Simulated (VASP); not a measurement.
# What spin-orbit coupling changes in Mo2N, part 3 of 4

What does spin-orbit coupling change in Mo2N, and what does it cost? All runs use LDA. Left out of this account: 1 further run (self-consistent run: a reference on another mesh). The start is a cell from a database of measured crystal structures.

VASP 6.6.1, plane waves and PAW; the level of theory is named at each step.

Still holding for the runs below: This run has no spin polarisation, although Mo can carry a moment.

So far. Step 2 (Bands along the symmetry lines (LDA)): There is no gap at this level. Step 3 (Band structure (LDA + SOC)): There is no gap at this level. Without the coupling there was no gap either. The run took 5.2 times the core time, with 80 spinor bands against 50.

## (4) Density of states (LDA)

This step: LDA, no spin polarisation; plane waves and PAW (Mo_sv, N) (VASP 6.6.1).

Here the states are counted by energy and projected on the atoms.

INCAR reads:

```
SYSTEM = Mo2N
PREC = Accurate
ENCUT = 520
EDIFF = 1E-06
NELM = 100
ISMEAR = -5
SIGMA = 0.05
LREAL = .FALSE.
ALGO = Normal
GGA = CA
NBANDS = 50
LASPH = .TRUE.
LORBIT = 11
LWAVE = .FALSE.
LCHARG = .FALSE.
KPAR = 4
NEDOS = 2001
```

POSCAR reads:

```
Mo2N
1.0
   -2.1000000000      2.1000000000      4.0000000000
    2.1000000000     -2.1000000000      4.0000000000
    2.1000000000      2.1000000000     -4.0000000000
Mo N
4 2
Direct
    0.2580000000      0.2580000000      0.0000000000
    0.0080000000      0.5080000000      0.5000000000
    0.4920000000      0.9920000000      0.5000000000
    0.7420000000      0.7420000000      0.0000000000
    0.0000000000      0.0000000000      0.0000000000
    0.7500000000      0.2500000000      0.5000000000
```

KPOINTS reads:

```
Automatic mesh
0
Gamma
9 9 9
0 0 0
```

PAW data sets: Mo_sv and N (LDA family, release 64).

On the command line:

```bash
mpirun -np 4 vasp_std
```

Log:

```text
[... set-up lines as in an earlier step ...]
 entering main loop
       N       E                     dE             d eps       ncg     rms          rms(c)
DAV:   1     0.803441699004E+03    0.80344E+03   -0.38438E+04  7500   0.141E+03
DAV:   2    -0.446840087802E+02   -0.84813E+03   -0.81422E+03  8204   0.471E+02
DAV:   3    -0.768184245471E+02   -0.32134E+02   -0.31365E+02  8344   0.965E+01
DAV:   4    -0.770857915464E+02   -0.26737E+00   -0.26665E+00  8166   0.872E+00
DAV:   5    -0.770873179102E+02   -0.15264E-02   -0.15243E-02  8286   0.682E-01    0.520E+01
DAV:   6    -0.701361648044E+02    0.69512E+01   -0.20362E+01  8324   0.277E+01    0.104E+01
DAV:   7    -0.695745439898E+02    0.56162E+00   -0.17994E+00  8264   0.827E+00    0.116E+01
DAV:   8    -0.694719419892E+02    0.10260E+00   -0.59426E-01  7906   0.390E+00    0.106E+00
DAV:   9    -0.694552664963E+02    0.16675E-01   -0.60140E-02  7998   0.133E+00    0.123E+00
DAV:  10    -0.694542259404E+02    0.10406E-02   -0.35014E-03  7970   0.352E-01    0.106E-01
DAV:  11    -0.694541793483E+02    0.46592E-04   -0.12728E-04  7996   0.701E-02    0.682E-02
DAV:  12    -0.694541737265E+02    0.56218E-05   -0.10390E-05  8120   0.234E-02    0.817E-03
DAV:  13    -0.694541760647E+02   -0.23382E-05   -0.66799E-07  4322   0.590E-03    0.201E-03
DAV:  14    -0.694541755920E+02    0.47270E-06   -0.75561E-08  4040   0.214E-03
   1 F= -.69454176E+02 E0= -.69454176E+02  d E =0.000000E+00
 -----------------------------------------------------------------------------
|                                                                             |
|           W    W    AA    RRRRR   N    N  II  N    N   GGGG   !!!           |
|           W    W   A  A   R    R  NN   N  II  NN   N  G    G  !!!           |
|           W    W  A    A  R    R  N N  N  II  N N  N  G       !!!           |
|           W WW W  AAAAAA  RRRRR   N  N N  II  N  N N  G  GGG   !            |
|           WW  WW  A    A  R   R   N   NN  II  N   NN  G    G                |
|           W    W  A    A  R    R  N    N  II  N    N   GGGG   !!!           |
|                                                                             |
|     Tetrahedron method does not include variations of the Fermi             |
|     occupations, so forces and stress will be inaccurate. We suggest        |
|     using a different smearing scheme ISMEAR = 1 or 2 for metals in         |
|     relaxations.                                                            |
|                                                                             |
 -----------------------------------------------------------------------------
```

It took 80 s on 4 MPI ranks of Intel Xeon Platinum 8175M at 2.50GHz (Skylake/Cascade Lake), shared host; peak memory 1.3 GiB.

Parts of OUTCAR (step 4):

```text
 Found     75 irreducible k-points:

   NELECT =      66.0000    total number of electrons

 E-fermi :  13.1637

 k-point     1 :       0.0000    0.0000    0.0000
  band No.  band energies     occupation
    ...
     31      12.3016      2.00000
     32      12.3016      2.00000
     33      12.5011      2.00000
     34      12.5011      2.03179
     35      12.8620      1.87076
     36      13.4087      0.00000
     37      14.9409      0.00000
     38      15.3913      0.00000
     39      15.7831      0.00000
     40      15.8689      0.00000
    ...

 k-point     2 :       0.1111    0.0000   -0.0000
  band No.  band energies     occupation
    ...
     30      11.4341      2.00000
     31      11.6138      2.00000
     32      12.1786      2.00000
     33      12.4846      2.00000
     34      12.9587      2.10245
     35      13.2246      0.09891
     36      13.7936      0.00000
     37      14.7219      0.00000
     38      15.2859      0.00000
     39      15.6086      0.00000
    ...

  Total       -1.2981240     -1.2981240     -1.3202762      0.0000000     -0.0000000      0.0000000
  in kB      -29.4759747    -29.4759747    -29.9789773      0.0000000     -0.0000000      0.0000000
  external PRESSURE =     -29.6436422 kB  Pullay stress =       0.0000000 kB

 POSITION                                       TOTAL-FORCE (eV/Angst)
 -----------------------------------------------------------------------------------
      0.00000      0.00000      2.06400        -0.000000      0.000000      0.165766
      2.10000      0.00000      0.06400         0.000000     -0.000000      0.165766
      2.10000      0.00000      3.93600         0.000000     -0.000000     -0.165766
      0.00000      0.00000      5.93600        -0.000000      0.000000     -0.165766
      0.00000      0.00000      0.00000         0.000000      0.000000     -0.000000
     -0.00000      2.10000      2.00000         0.000000      0.000000      0.000000
 -----------------------------------------------------------------------------------
    total drift:                               -0.000000     -0.000000      0.000000

  FREE ENERGIE OF THE ION-ELECTRON SYSTEM (eV)
  ---------------------------------------------------
  free  energy   TOTEN  =       -69.4541755920 eV

  energy  without entropy=      -69.4541755920  energy(sigma->0) =      -69.45417559

 total charge
# of ion       s       p       d       tot
------------------------------------------
    1        2.318   6.227   4.012  12.557
    2        2.318   6.227   4.012  12.557
    3        2.318   6.227   4.012  12.557
    4        2.318   6.227   4.012  12.557
    5        1.234   2.527   0.000   3.761
    6        1.234   2.527   0.000   3.761
--------------------------------------------------
tot         11.740  29.963  16.047  57.750

[... 9 parts as in an earlier step ...]

[... 5 further parts left out ...]
```

At this level the cell is under a tension of 3.0 GPa, so at these settings it is away from equilibrium. With tetrahedra the forces and stress of a metal are not exact derivatives of the energy.

This step gave:

* bands: 50
* free energy (TOTEN): -69.4542 eV
* Fermi energy: 13.16 eV
* pressure: -2.964 GPa
* DOS at the Fermi level: 4.425 states/eV/cell

The density of states has structure finer than the step of the table below, so its rows give means over 0.5 eV, whole bins alone (the curve runs from -12.0 to 3.39 eV). Peaks (eV: height): total -7.20: 6.89, 1.34: 7.46, 2.08: 6.78, 2.48: 6.92; Mo d 1.34: 6.20, 2.08: 5.71, 2.48: 6.05, 2.90: 4.40; N p -7.20: 2.50, -6.54: 2.00, 3.22: 0.548; Mo p -7.20: 0.266, -6.54: 0.322, -2.11: 0.264, -1.54: 0.224; Mo s -8.35: 0.423, -3.75: 0.274, -2.69: 0.147, -2.11: 0.12.

States under -12.0 eV and over 3.4 eV are left out. Density of states against energy, zero at the Fermi level; means over each step; values in states/eV/cell:

```
energy (eV)  total   Mo d     N p     Mo p    Mo s      N s
       -9.5      0      0       0        0       0        0
       -9.0  0.399  0.115   0.119  0.00595  0.0525   5.4e-4
       -8.5   2.47  0.679   0.788   0.0549   0.295  0.00550
       -8.0   3.54  0.993    1.18    0.104   0.343   0.0126
       -7.5   3.95   1.19    1.38    0.156   0.256   0.0150
       -7.0   5.35   1.78    1.96    0.211   0.188   0.0152
       -6.5   4.29   1.33    1.58    0.240  0.0741   0.0144
       -6.0   2.66  0.763   0.967    0.177  0.0360  0.00883
       -5.5   1.29  0.433   0.410   0.0812  0.0116  0.00291
       -5.0  0.467  0.246  0.0383   0.0126  0.0355  0.00181
       -4.5   1.97   1.11   0.126   0.0616   0.119  0.00443
       -4.0   3.97   2.28   0.173    0.149   0.233  0.00850
       -3.5   4.76   2.88   0.190    0.188   0.216  0.00884
       -3.0   4.64   3.11   0.208    0.151  0.0966  0.00550
       -2.5   4.00   2.64   0.189    0.156  0.0975  0.00389
       -2.0   4.79   3.20   0.256    0.192  0.0833  0.00423
       -1.5   4.33   3.02   0.147    0.181  0.0772  0.00487
       -1.0   2.70   2.05   0.126   0.0611  0.0229  0.00128
       -0.5   2.56   1.99   0.113   0.0543  0.0176  0.00359
        0.0   3.90   3.07   0.195   0.0710  0.0244   0.0125
        0.5   4.51   3.59   0.248   0.0726  0.0296   0.0156
        1.0   4.63   3.82   0.224   0.0568  0.0407   0.0187
        1.5   6.47   5.40   0.327   0.0861  0.0528   0.0201
        2.0   5.53   4.67   0.307   0.0509  0.0395   0.0247
        2.5   5.12   4.37   0.282   0.0458  0.0354   0.0353
        3.0   4.29   3.42   0.390   0.0474  0.0602   0.0363
```

Force by atom:

| atom | x (eV/Å) | y (eV/Å) | z (eV/Å) | size |
| --- | --- | --- | --- | --- |
| Mo1 | 0.000 | 0.000 | 0.166 | 0.166 |
| Mo2 | 0.000 | 0.000 | 0.166 | 0.166 |
| Mo3 | 0.000 | 0.000 | -0.166 | 0.166 |
| Mo4 | 0.000 | 0.000 | -0.166 | 0.166 |
| N5 | 0.000 | 0.000 | 0.000 | 0.000 |
| N6 | 0.000 | 0.000 | 0.000 | 0.000 |

Of the states within 0.3 eV of the Fermi level, the largest shares in the PAW spheres are Mo d 79 %. The rest lies in smaller channels or between the spheres.

## (5) Total and projected DOS (LDA + SOC)

This step: LDA, spin-orbit coupling, no spin polarisation; plane waves and PAW (Mo_sv, N) (VASP 6.6.1).

Here the states are counted by energy and projected on the atoms.

Changes to INCAR since step 4:

```diff
@@ -10,4 +10,9 @@
 GGA = CA
-NBANDS = 50
+LNONCOLLINEAR = .TRUE.
+MAGMOM = 0 0 0 0 0 0 0 0 0 0 0 0 0 0 0 0 0 0
+NBANDS = 80
+GGA_COMPAT = .FALSE.
 LASPH = .TRUE.
+LSORBIT = .TRUE.
+LMAXMIX = 4
 LORBIT = 11
```

POSCAR is that of step 4.

KPOINTS is that of step 4.

On the command line:

```bash
mpirun -np 4 vasp_ncl
```

Log:

```text
[... set-up lines as in an earlier step ...]
 entering main loop
       N       E                     dE             d eps       ncg     rms          rms(c)
DAV:   1     0.877779150408E+03    0.87778E+03   -0.39610E+04 12008   0.176E+03
DAV:   2    -0.221189822034E+02   -0.89990E+03   -0.87677E+03 12608   0.568E+02
DAV:   3    -0.761234636384E+02   -0.54004E+02   -0.52625E+02 16016   0.130E+02
DAV:   4    -0.774705753842E+02   -0.13471E+01   -0.13302E+01 14352   0.165E+01
DAV:   5    -0.774977954629E+02   -0.27220E-01   -0.27139E-01 14280   0.219E+00    0.533E+01
DAV:   6    -0.705101161261E+02    0.69877E+01   -0.48636E+01 14512   0.347E+01    0.143E+01
DAV:   7    -0.699445497267E+02    0.56557E+00   -0.33578E+00 14008   0.948E+00    0.979E+00
DAV:   8    -0.698843571679E+02    0.60193E-01   -0.51582E-01 13488   0.381E+00    0.119E+00
DAV:   9    -0.698669455819E+02    0.17412E-01   -0.82843E-02 14352   0.136E+00    0.736E-01
DAV:  10    -0.698667563029E+02    0.18928E-03   -0.77854E-03 14856   0.531E-01    0.310E-01
DAV:  11    -0.698661677190E+02    0.58858E-03   -0.46589E-03 15032   0.292E-01    0.503E-02
DAV:  12    -0.698661476488E+02    0.20070E-04   -0.18665E-04 13752   0.683E-02    0.258E-02
DAV:  13    -0.698661557601E+02   -0.81114E-05   -0.13139E-05 14056   0.247E-02    0.659E-03
DAV:  14    -0.698661527113E+02    0.30489E-05   -0.15003E-06 10208   0.795E-03    0.244E-03
DAV:  15    -0.698661519007E+02    0.81053E-06   -0.46945E-07  7656   0.360E-03
   1 F= -.69866152E+02 E0= -.69866152E+02  d E =0.000000E+00  mag=     0.0000     0.0000    -0.0000
 [... a notice as in an earlier step ...]
```

Wall time 6.6 min (4 MPI ranks); peak memory 3.1 GiB; 26 min of CPU time.

Parts of OUTCAR (step 5):

```text
   NELECT =      66.0000    total number of electrons

 E-fermi :  13.1646

 k-point     1 :       0.0000    0.0000    0.0000
  band No.  band energies     occupation
    ...
     66      12.4364      1.00000
     67      12.5571      1.01620
     68      12.5571      1.01620
     69      12.8711      0.91994
     70      12.8711      0.91993
     71      13.4138      0.00000
     72      13.4138      0.00000
     73      14.9363      0.00000
     74      14.9363      0.00000
     75      15.3989      0.00000
    ...

  Total       -1.2738834     -1.2738834     -1.2700762      0.0000000      0.0000000      0.0000000
  in kB      -28.9255536    -28.9255536    -28.8391056      0.0000000      0.0000000      0.0000000
  external PRESSURE =     -28.8967376 kB  Pullay stress =       0.0000000 kB

 POSITION                                       TOTAL-FORCE (eV/Angst)
 -----------------------------------------------------------------------------------
      0.00000      0.00000      2.06400         0.000000     -0.000000      0.171011
      2.10000      0.00000      0.06400        -0.000000      0.000000      0.171011
      2.10000      0.00000      3.93600        -0.000000      0.000000     -0.171011
      0.00000      0.00000      5.93600         0.000000     -0.000000     -0.171011
      0.00000      0.00000      0.00000        -0.000000     -0.000000     -0.000000
     -0.00000      2.10000      2.00000        -0.000000     -0.000000     -0.000000
 -----------------------------------------------------------------------------------
    total drift:                                0.000000     -0.000000      0.000000

  FREE ENERGIE OF THE ION-ELECTRON SYSTEM (eV)
  ---------------------------------------------------
  free  energy   TOTEN  =       -69.8661519007 eV

  energy  without entropy=      -69.8661519007  energy(sigma->0) =      -69.86615190

 Spin-Orbit-Coupling matrix elements
 Ion:    1  E_soc:     -0.2056937
 Ion:    2  E_soc:     -0.2056937
 Ion:    3  E_soc:     -0.2056937
 Ion:    4  E_soc:     -0.2056937
 Ion:    5  E_soc:     -0.0002090
 Ion:    6  E_soc:     -0.0002090

 magnetization (x)
# of ion       s       p       d       tot
------------------------------------------
    1        0.000  -0.000  -0.000  -0.000
    2       -0.000  -0.000  -0.000  -0.000
    3        0.000  -0.000  -0.000  -0.000
    4       -0.000  -0.000  -0.000  -0.000
    5        0.000  -0.000   0.000  -0.000
    6        0.000  -0.000   0.000  -0.000
--------------------------------------------------
tot          0.000  -0.000  -0.000  -0.000

 magnetization (y)
# of ion       s       p       d       tot
------------------------------------------
    1        0.000   0.000   0.000   0.000
    2       -0.000   0.000   0.000   0.000
    3        0.000   0.000   0.000   0.000
    4        0.000   0.000   0.000   0.000
    5       -0.000   0.000   0.000  -0.000
    6       -0.000   0.000   0.000  -0.000
--------------------------------------------------
tot         -0.000   0.000   0.000   0.000

 magnetization (z)
# of ion       s       p       d       tot
------------------------------------------
    1       -0.000   0.000   0.000   0.000
    2        0.000  -0.000   0.000   0.000
    3        0.000   0.000   0.000   0.000
    4       -0.000  -0.000   0.000   0.000
    5        0.000   0.000   0.000   0.000
    6       -0.000   0.000   0.000  -0.000
--------------------------------------------------
tot          0.000   0.000   0.000   0.000

[... 9 parts as in an earlier step ...]

[... 8 further parts left out ...]
```

This step gave:

| Property | Result |
| --- | --- |
| SCF cycles | 15 |
| bands | 80 |
| free energy (TOTEN) | -69.8662 eV |
| pressure | -2.890 GPa |
| DOS at the Fermi level | 4.398 states/eV/cell |

On-site spin-orbit energy by atom:

| atom | on-site spin-orbit energy (eV) |
| --- | --- |
| Mo1 | -0.206 |
| Mo2 | -0.206 |
| Mo3 | -0.206 |
| Mo4 | -0.206 |
| N5 | 0.000 |
| N6 | 0.000 |

The density of states has structure finer than the step of the table below, so its rows give means over 0.5 eV, whole bins alone (the curve runs from -12.0 to 1.62 eV). Peaks (eV: height): total -7.27: 6.85, -2.86: 6.24, -2.65: 6.30, 1.33: 7.47; Mo d -2.86: 4.34, -2.65: 4.30, 0.48: 4.44, 1.33: 6.21; N p -7.27: 2.49, -6.56: 2.10; Mo p -7.27: 0.267, -6.56: 0.340, -2.08: 0.257, -1.51: 0.222; Mo s -8.34: 0.443, -3.79: 0.275, -2.65: 0.156, 1.33: 0.0682.

States under -12.0 eV and over 1.6 eV are left out. Table of density of states by energy, zero at the Fermi level; means over each step; values in states/eV/cell:

```
energy (eV)  total   Mo d     N p     Mo p    Mo s
       -9.5      0      0       0        0       0
       -9.0  0.403  0.116   0.120  0.00601  0.0530
       -8.5   2.48  0.680   0.789   0.0554   0.297
       -8.0   3.53  0.990    1.18    0.104   0.342
       -7.5   3.93   1.18    1.37    0.156   0.254
       -7.0   5.33   1.78    1.95    0.210   0.188
       -6.5   4.28   1.33    1.58    0.240  0.0747
       -6.0   2.66  0.762   0.966    0.178  0.0358
       -5.5   1.28  0.430   0.410   0.0811  0.0116
       -5.0  0.471  0.248  0.0390   0.0129  0.0355
       -4.5   1.98   1.11   0.126   0.0618   0.119
       -4.0   3.98   2.29   0.174    0.149   0.233
       -3.5   4.76   2.88   0.189    0.188   0.215
       -3.0   4.63   3.10   0.207    0.151  0.0960
       -2.5   3.99   2.64   0.188    0.156  0.0962
       -2.0   4.78   3.20   0.256    0.191  0.0836
       -1.5   4.30   2.99   0.150    0.182  0.0759
       -1.0   2.71   2.06   0.124   0.0612  0.0233
       -0.5   2.55   1.98   0.112   0.0541  0.0176
        0.0   3.90   3.06   0.195   0.0704  0.0243
        0.5   4.50   3.58   0.247   0.0730  0.0296
        1.0   4.64   3.83   0.224   0.0565  0.0406
```

Force by atom:

```csv
atom,x (eV/Å),y (eV/Å),z (eV/Å),size
Mo1,0.000,0.000,0.171,0.171
Mo2,0.000,0.000,0.171,0.171
Mo3,0.000,0.000,-0.171,0.171
Mo4,0.000,0.000,-0.171,0.171
N5,0.000,0.000,0.000,0.000
N6,0.000,0.000,0.000,0.000
```

The DOS at the Fermi level goes from 4.43 to 4.40 states/eV/cell, a number that is sensitive to the mesh. The run took 4.9 times the core time, with 80 spinor bands against 50. Of the states within 0.3 eV of the Fermi level, the largest shares in the PAW spheres are Mo d 79 %. The rest lies in smaller channels or between the spheres.

(Continued in part 4 of 4.)

[Lines on the potential files, build, host, timing and source positions are cut from VASP's logs without a mark.]

[Logs are printed without paths, hosts, clocks, repeated set-up lines and the standing remarks that a program may print on its own settings, such as how far it seeks lower states.]

[Hosts, paths, dates, database ids (printed as entryN), source tags and the programs' standing remarks are cut or masked in the printed files.]

[A measured line is paired with the nearest computed mode of its activity, which favours agreement.]
